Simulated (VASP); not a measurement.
# MgAu (Pm-3m) in VASP: further runs

Runs on MgAu. Level: LDA. Tasks: single point, relaxation of cell and atoms.

All numbers are computed with VASP 6.6.1; they aren't measurements. Logs are shortened: lines on timing, memory, paths and dates and some standing lists are left out, and cuts for length are marked.

**1. The structure**

It takes space group Pm-3m (No. 221, cubic). The conventional cell has a = 3.306 Å, b = 3.306 Å, c = 3.306 Å, α = 90.00°, β = 90.00°, γ = 90.00°. Mg (site symmetry m-3m) is surrounded by 8 Au at 2.86 Å. Au (site symmetry m-3m) is surrounded by 8 Mg at 2.86 Å.

**2. Single point, LDA (relaxed again under DFT LDA, scalar-relativistic, plane waves, PAW)**

INCAR

```
PREC = Accurate
ENCUT = 520
EDIFF = 1E-7
ISMEAR = 0
SIGMA = 0.1
LREAL = False
LASPH = True
NELM = 100
ALGO = Normal
ISIF = 2
LWAVE = False
LCHARG = True
GGA = CA
LELF = True
LVHAR = True
NBANDS = 14
```

KPOINTS

```
regular mesh
0
Gamma
  14 14 14
```

POSCAR

```
MgAu
1.0
    3.2195586728      0.0000000000      0.0000000000
    0.0000000000      3.2195586728      0.0000000000
    0.0000000000      0.0000000000      3.2195586728
Mg Au
1 1
Direct
    0.5000000000      0.5000000000      0.5000000000
    0.0000000000      0.0000000000      0.0000000000
```

Potentials or basis: VASP PAW LDA potentials, release 64 (Mg, Au).

Command:

```console
$ cat potpaw_LDA.64/Mg/POTCAR potpaw_LDA.64/Au/POTCAR > POTCAR
$ mpirun -np 1 vasp_std > vasp.out
```

OUTCAR:

```text
PREC = Accurate
   ENCUT = 520
   EDIFF = 1E-7
   ISMEAR = 0
   LREAL = False
   LASPH = True
   NELM = 100
   ISIF = 2
   GGA = CA

 ion  position               nearest neighbor table
   1  0.500  0.500  0.500-   2 2.79   2 2.79   2 2.79   2 2.79   2 2.79   2 2.79   2 2.79   2 2.79

   2  0.000  0.000  0.000-   1 2.79   1 2.79   1 2.79   1 2.79   1 2.79   1 2.79   1 2.79   1 2.79

  LATTYP: Found a simple cubic cell.
 ALAT       =     3.2195586728

  Lattice vectors:

 A1 = (   3.2195586728,   0.0000000000,   0.0000000000)
 A2 = (   0.0000000000,   3.2195586728,   0.0000000000)
 A3 = (   0.0000000000,   0.0000000000,   3.2195586728)

Analysis of symmetry for initial positions (statically):
=====================================================================
 Subroutine PRICEL returns:
 Original cell was already a primitive cell.

 Routine SETGRP: Setting up the symmetry group for a
 simple cubic supercell.

 Subroutine GETGRP returns: Found 48 space group operations
 (whereof 48 operations were pure point group operations)
 out of a pool of 48 trial point group operations.

The static configuration has the point symmetry O_h .

Analysis of symmetry for dynamics (positions and initial velocities):
=====================================================================
 Subroutine PRICEL returns:
 Original cell was already a primitive cell.

 Routine SETGRP: Setting up the symmetry group for a
 simple cubic supercell.

 Subroutine GETGRP returns: Found 48 space group operations
 (whereof 48 operations were pure point group operations)
 out of a pool of 48 trial point group operations.

The dynamic configuration has the point symmetry O_h .

 Subroutine INISYM returns: Found 48 space group operations
 (whereof 48 operations are pure point group operations),
 and found     1 'primitive' translations

----------------------------------------------------------------------------------------

                                     Primitive cell

  volume of cell :      33.3725

  direct lattice vectors                    reciprocal lattice vectors
     3.219558673  0.000000000  0.000000000     0.310601577  0.000000000  0.000000000
     0.000000000  3.219558673  0.000000000     0.000000000  0.310601577  0.000000000
     0.000000000  0.000000000  3.219558673     0.000000000  0.000000000  0.310601577

  length of vectors
     3.219558673  3.219558673  3.219558673     0.310601577  0.310601577  0.310601577

  position of ions in fractional coordinates (direct lattice)
     0.500000000  0.500000000  0.500000000
     0.000000000  0.000000000  0.000000000

  ion indices of the primitive-cell ions
   primitive index   ion index
                 1           1
                 2           2

----------------------------------------------------------------------------------------

 KPOINTS: regular mesh

Automatic generation of k-mesh.
 Grid dimensions read from file:
 generate k-points for:   14   14   14

 Generating k-lattice:

  Cartesian coordinates                     Fractional coordinates (reciprocal lattice)
     0.022185827  0.000000000  0.000000000     0.071428571  0.000000000  0.000000000
     0.000000000  0.022185827  0.000000000     0.000000000  0.071428571  0.000000000
     0.000000000  0.000000000  0.022185827     0.000000000  0.000000000  0.071428571

  Length of vectors
     0.022185827  0.022185827  0.022185827

  Shift w.r.t. Gamma in fractional coordinates (k-lattice)
     0.000000000  0.000000000  0.000000000

 Subroutine IBZKPT returns following result:
 ===========================================

 Found    120 irreducible k-points:

 Following reciprocal coordinates:
            Coordinates               Weight
  0.000000  0.000000  0.000000      1.000000
  0.071429  0.000000  0.000000      6.000000
  0.142857  0.000000  0.000000      6.000000
  0.214286  0.000000  0.000000      6.000000
  0.285714  0.000000  0.000000      6.000000
  0.357143  0.000000  0.000000      6.000000
[... 16 lines left out ...]
  0.285714  0.214286  0.000000     24.000000
  0.357143  0.214286  0.000000     24.000000
 [... further k-points ...]
   k-points           NKPTS =    120   k-points in BZ     NKDIM =    120   number of bands    NBANDS=     14
   number of dos      NEDOS =    301   number of ions     NIONS =      2
   total plane-waves  NPLWV =  13824
   dimension x,y,z NGX =    24 NGY =   24 NGZ =   24
   dimension x,y,z NGXF=    48 NGYF=   48 NGZF=   48
   ions per type =               1   1
   NGX,Y,Z   is equivalent  to a cutoff of  12.39, 12.39, 12.39 a.u.
   NGXF,Y,Z  is equivalent  to a cutoff of  24.79, 24.79, 24.79 a.u.
 SYSTEM =  unknown system
   PREC   = accura    normal or accurate (medium, high low for compatibility)
   ISTART =      0    job   : 0-new  1-cont  2-samecut
   ICHARG =      2    charge: 1-file 2-atom 10-const
   ISPIN  =      1    spin polarized calculation?
   LNONCOLLINEAR =      F non collinear calculations
   LSORBIT =      F    spin-orbit coupling
   LASPH  =      T    aspherical Exc in radial PAW
   ENCUT  =  520.0 eV  38.22 Ry    6.18 a.u.   5.99  5.99  5.99*2*pi/ulx,y,z
   NELM   =    100;   NELMIN=  2; NELMDL= -5     # of ELM steps
   EDIFF  = 0.1E-06   stopping-criterion for ELM
   LREAL  =      F    real-space projection
   EDIFFG = 0.1E-05   stopping-criterion for IOM
   NSW    =      0    number of steps for IOM
   IBRION =     -1    ionic relax: 0-MD 1-quasi-New 2-CG
   NFREE  =      0    steps in history (QN), initial steepest desc. (CG)
   ISIF   =      2    stress and relaxation
   ISYM   =      2    0-nonsym 1-usesym 2-fastsym
   POTIM  = 0.5000    time-step for ionic-motion
   TEBEG  =    0.0;   TEEND  =   0.0 temperature during run
   PSTRESS=    0.0 pullay stress
   NELECT =      13.0000    total number of electrons
   NUPDOWN=      -1.0000    fix difference up-down
   EMIN   =  10.00;   EMAX   =-10.00  energy-range for DOS
   EFERMI =   0.00;   METHOD = LEGACY
   ISMEAR =     0;   SIGMA  =   0.10  broadening in eV -4-tet -1-fermi 0-gaus
   EFERMI_NEDOS =   21; number of points for ismear=-14 and -15
   IALGO  =     38    algorithm
   IMIX   =      4    mixing-type and parameters
     AMIX     =   0.40;   BMIX     =  1.00
     AMIX_MAG =   1.60;   BMIX_MAG =  1.00
  volume/ion in A,a.u.               =      16.69       112.60
  Fermi-wavevector in a.u.,A,eV,Ry     =   1.195619  2.259393 19.449605  1.429506
  Thomas-Fermi vector in A             =   2.331580
   LORBIT       =      0    0 simple, 1 ext, 2 COOP (PROOUT), +10 PAW based schemes
   GGA     = CA    functional components
   LHFCALC =     F    Hartree Fock is set to
   AEXX    =    0.0000 exact exchange contribution
   IVDW    =     0    specifies the selected vdW correction
   LEPSILON=     F    determine dielectric tensor
   LRPA    =     F    only Hartree local field effects (RPA)
 non-spin polarized calculation
 Gauss-broadening in eV      SIGMA  =   0.10
  energy-cutoff  :      520.00
  volume of cell :       33.37
 maximum number of plane-waves:       919
 NGX is ok and might be reduce to    24
   NGX = 11   NGY = 11   NGZ = 11

 number of electron      13.0000002 magnetization

 Free energy of the ion-electron system (eV)
  ---------------------------------------------------
  ext. energy  EPLUGINS =         0.00000000
  ---------------------------------------------------
  free energy    TOTEN  =        -7.62162238 eV

  energy without entropy =       -7.61828771  energy(sigma->0) =       -7.61995505

 E-fermi :   7.1008     XC(G=0): -11.4443

 val. band max:        7.0830023000   @ k =   0.3571   0.3571   0.0000
 cond. band min:       7.1120013866   @ k =   0.3571   0.2857   0.0000
 fundamental gap:      0.0289990866
 Fermi energy:         7.1007810079

 k-point     1 :       0.0000    0.0000    0.0000
  band No.  band energies     occupation
      1      -2.3323      2.00000
      2       1.0493      2.00000
      3       1.0493      2.00000
      4       2.9431      2.00000
      5       2.9431      2.00000
      6       2.9431      2.00000
      7      12.5537      0.00000
      8      12.5537      0.00000
      9      12.5537      0.00000
     10      16.2140      0.00000
     11      16.2140      0.00000
     12      17.6880      0.00000
     13      24.7505      0.00000
     14      24.7505      0.00000

 k-point     2 :       0.0714    0.0000    0.0000
  band No.  band energies     occupation
      1      -2.2478      2.00000
      2       1.0636      2.00000
      3       1.0908      2.00000
      4       2.9011      2.00000
      5       2.9011      2.00000
      6       2.9478      2.00000
      7      11.8284      0.00000
      8      12.6698      0.00000
      9      12.6698      0.00000
     10      16.1283      0.00000
     11      16.6170      0.00000
     12      18.1548      0.00000
     13      24.4243      0.00000
     14      24.4249      0.00000

 k-point     3 :       0.1429    0.0000    0.0000
  band No.  band energies     occupation
      1      -2.0002      2.00000
      2       1.1040      2.00000
      3       1.2127      2.00000
      4       2.7870      2.00000
      5       2.7870      2.00000
      6       2.9612      2.00000
      7      10.4103      0.00000
      8      13.0038      0.00000
      9      13.0038      0.00000
     10      15.8914      0.00000
     11      17.0072      0.00000
     12      19.6112      0.00000
     13      23.5434      0.00000
     14      23.5434      0.00000
[... 324 lines left out ...]
 k-point    23 :       0.2857    0.2143    0.0000
  band No.  band energies     occupation
      1      -0.4412      2.00000
      2       1.3826      2.00000
      3       1.8480      2.00000
      4       2.2823      2.00000
      5       2.5053      2.00000
      6       2.6967      2.00000
      7       8.1457      0.00000
      8      10.3079      0.00000
      9      15.2186      0.00000
     10      15.2684      0.00000
     11      18.6660      0.00000
     12      20.8648      0.00000
     13      21.2819      0.00000
     14      22.5952      0.00000

 k-point    24 :       0.3571    0.2143    0.0000
  band No.  band energies     occupation
      1       0.0353      2.00000
      2       1.3467      2.00000
      3       1.8265      2.00000
      4       2.3661      2.00000
      5       2.6807      2.00000
      6       2.7169      2.00000
      7       6.7562      2.00000
      8      10.9264      0.00000
      9      14.6159      0.00000
     10      15.9785      0.00000
     11      18.1122      0.00000
     12      20.2778      0.00000
     13      20.9133      0.00000
     14      22.5514      0.00000

 [... further k-points ...]

------------------------ aborting loop because EDIFF is reached ----------------------------------------

  FORCE on cell =-STRESS in cart. coord.  units (eV):
  Direction    XX          YY          ZZ          XY          YZ          ZX
  --------------------------------------------------------------------------------------
  -------------------------------------------------------------------------------------
  Total       -0.0771127     -0.0771127     -0.0771127      0.0000000      0.0000000      0.0000000
  in kB       -3.7020927     -3.7020927     -3.7020927      0.0000000      0.0000000      0.0000000
  external PRESSURE =      -3.7020927 kB  Pullay stress =       0.0000000 kB

 VOLUME and BASIS-vectors are now :
 -----------------------------------------------------------------------------
  energy-cutoff  :      520.00
  volume of cell :       33.37
      direct lattice vectors                 reciprocal lattice vectors
     3.219558673  0.000000000  0.000000000     0.310601577  0.000000000  0.000000000
     0.000000000  3.219558673  0.000000000     0.000000000  0.310601577  0.000000000
     0.000000000  0.000000000  3.219558673     0.000000000  0.000000000  0.310601577

 POSITION                                       TOTAL-FORCE (eV/Angst)
 -----------------------------------------------------------------------------------
      1.60978      1.60978      1.60978         0.000000      0.000000      0.000000
      0.00000      0.00000      0.00000         0.000000      0.000000      0.000000
 -----------------------------------------------------------------------------------
    total drift:                                0.000000      0.000000      0.000000

  FREE ENERGIE OF THE ION-ELECTRON SYSTEM (eV)
  ---------------------------------------------------
  free  energy   TOTEN  =        -7.6216223820 eV

  energy  without entropy=       -7.6182877113  energy(sigma->0) =       -7.61995505
```

Wall time 14 s (1 thread of Intel Xeon Platinum 8488C (Sapphire Rapids), shared host); peak memory 0.17 GiB.

What came out:

| Quantity | Value |
| --- | --- |
| Free energy | -7.6216 eV |
| Pressure | -0.4 GPa |
| Band gap on the k mesh | none (metal or under the smearing width) |

Levels at points of the mesh, in eV from the Fermi level:
```csv
k point,band 4,band 5,band 6,band 7,band 8,band 9
"(0.00, 0.00, 0.00)",-4.16,-4.16,-4.16,5.45,5.45,5.45
"(0.50, 0.00, 0.00)",-4.90,-4.44,-4.06,-2.58,7.50,8.63
"(0.50, 0.50, 0.00)",-4.79,-3.38,-1.43,-1.43,-0.56,4.16
"(0.50, 0.50, 0.50)",-3.33,-3.33,1.93,1.93,1.93,2.73
```

Spin-orbit coupling is left out, which matters for the levels of Au.

**3. Relaxation of cell and atoms, LDA**

INCAR

```
ALGO = Normal ; EDIFF = 1E-6
EDIFFG = -0.005 ; ENCUT = 600
IBRION = 2 ; ISIF = 3
ISMEAR = 0 ; LASPH = T
LCHARG = F ; LREAL = F
LWAVE = F ; NELM = 100
NSW = 70 ; PREC = Accurate
SIGMA = 0.1
```

KPOINTS

```
k-points
0
Gamma
  14 14 14
```

POSCAR

```
MgAu
1.0
    3.3055209530      0.0000000000      0.0000000000
    0.0000000000      3.3055209530      0.0000000000
    0.0000000000      0.0000000000      3.3055209530
Mg Au
1 1
Direct
    0.5000000000      0.5000000000      0.5000000000
    0.0000000000      0.0000000000      0.0000000000
```

Potentials or basis: VASP PAW LDA potentials, release 64 (Mg, Au).

Command:

```console
$ cat potpaw_LDA.64/Mg/POTCAR potpaw_LDA.64/Au/POTCAR > POTCAR
$ mpirun -np 1 vasp_std > vasp.out
```

Wall time 40 s (1 thread of Intel Xeon Platinum 8488C (Sapphire Rapids), shared host); peak memory 0.2 GiB.

The run converged. Its results:

* Free energy: -7.6219 eV
* Relaxed volume: 16.64 Å³/atom
* Relaxed cell: a = 3.216 Å, b = 3.216 Å, c = 3.216 Å, α = 90.00°, β = 90.00°, γ = 90.00°
* Space group after relaxing (to 0.05 Å): Pm-3m (No. 221)
* Energy gained by relaxing: 33.8 meV/atom
* Ionic steps: 3
* Pressure after relaxing: 0.0 GPa
* Band gap on the k mesh: none (metal or under the smearing width)

The path:
```
step  energy change (eV)  largest force (eV/Å)  pressure (GPa)  volume (Å³)
   1              0.0000                0.0000           -7.02        36.12
   2             -0.0540                0.0000            3.93        32.14
   3             -0.0676                0.0000            0.01        33.27
```

Final structure:
```xyz
2
Lattice="3.2164 0.0000 0.0000 0.0000 3.2164 0.0000 0.0000 0.0000 3.2164" Properties=species:S:1:pos:R:3 pbc="T T T"
Mg    1.6082    1.6082    1.6082
Au    0.0000    0.0000    0.0000
```

Levels at points of the mesh, in eV from the Fermi level:
```csv
k point,band 4,band 5,band 6,band 7,band 8,band 9
"(0.00, 0.00, 0.00)",-4.17,-4.17,-4.17,5.46,5.46,5.46
"(0.50, 0.00, 0.00)",-4.92,-4.45,-4.07,-2.58,7.50,8.64
"(0.50, 0.50, 0.00)",-4.80,-3.38,-1.44,-1.44,-0.55,4.18
"(0.50, 0.50, 0.50)",-3.34,-3.34,1.92,1.92,1.92,2.75
```

The run has no spin-orbit coupling, so splittings on Au are missing. Zero-point motion and thermal expansion aren't in these numbers.
